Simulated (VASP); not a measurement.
Computed with HSE06 screened hybrid (exact exchange on a k-mesh reduced by 3x3x2), VASP's PBE PAW potentials (set 64) (plane waves; VASP).

Input for VASP

KPOINTS:
```
Automatic
0
Gamma
12 12 8
0 0 0
```

### INCAR
```
SYSTEM=AlN
PREC=Normal; ENCUT=400; LREAL=.FALSE.
LASPH=.TRUE.; ISYM=3
EDIFF=1E-5; NELM=50; NELMIN=4
ALGO=Normal
ISMEAR=0; SIGMA=0.05
GGA=PE; LHFCALC=.TRUE.; AEXX=0.25
HFSCREEN=0.2; PRECFOCK=Fast
ISIF=0
LWAVE=.FALSE.; LCHARG=.FALSE.
NKREDX=3; NKREDY=3; NKREDZ=2
```

POSCAR:
```
AlN
5.0125650
  0.3120348304  -0.5404601789   0.0000000000
  0.3120348304   0.5404601789   0.0000000000
  0.0000000000   0.0000000000   1.0000000984
Al N
2 2
Cart
  0.3120348304  -0.1801537533   0.5000000492
  0.3120348304   0.1801537533   0.0000000000
  0.3120348304  -0.1801537533   0.8820000868
  0.3120348304   0.1801537533   0.3820000376
```

POTCAR, in this order: Al N (PBE.64 set). Program: vasp_std. Read from the step before: WAVECAR.

What VASP printed:

OSZICAR:
```
       N       E                     dE             d eps       ncg     rms          rms(c)
DAV:   1    -0.349328833670E+02   -0.34933E+02   -0.94375E-01  3356   0.718E+00    0.125E+01
DAV:   2    -0.349387851065E+02   -0.59017E-02   -0.13720E-02  2784   0.946E-01    0.806E+00
DAV:   3    -0.349377069126E+02    0.10782E-02   -0.30906E-04  2680   0.190E-01    0.484E+00
DAV:   4    -0.349372722633E+02    0.43465E-03   -0.15543E-04  2708   0.989E-02    0.285E+00
DAV:   5    -0.349371415027E+02    0.13076E-03   -0.47144E-05  2724   0.535E-02    0.165E+00
DAV:   6    -0.349370976304E+02    0.43872E-04   -0.97035E-06  1788   0.318E-02    0.968E-01
DAV:   7    -0.349370826666E+02    0.14964E-04   -0.64162E-06  1528   0.271E-02    0.551E-01
DAV:   8    -0.349370785699E+02    0.40966E-05   -0.20514E-06  1316   0.148E-02
   1 F= -.34937079E+02 E0= -.34937079E+02  d E =-.199877E-17
```

OUTCAR:
```
------------------------ aborting loop because EDIFF is reached ----------------------------------------
  volume of cell :       42.48
      direct lattice vectors                 reciprocal lattice vectors
     1.564094870 -2.709091776  0.000000000     0.319673704 -0.184563699  0.000000000
     1.564094870  2.709091776  0.000000000     0.319673704  0.184563699  0.000000000
     0.000000000  0.000000000  5.012565493     0.000000000  0.000000000  0.199498640
  FREE ENERGIE OF THE ION-ELECTRON SYSTEM (eV)
  ---------------------------------------------------
  free  energy   TOTEN  =       -34.9370785699 eV

  energy  without entropy=      -34.9370785699  energy(sigma->0) =      -34.93707857

  exchange ACFDT corr.  =         0.00000000  see jH, gK, PRB 81, 115126
```
(Selected blocks of OUTCAR.)

Exact exchange is summed on a reduced mesh (NKRED).

The compound is AlN in the wurtzite structure. It was relaxed first. The cell's shape comes from a PBE relaxation.
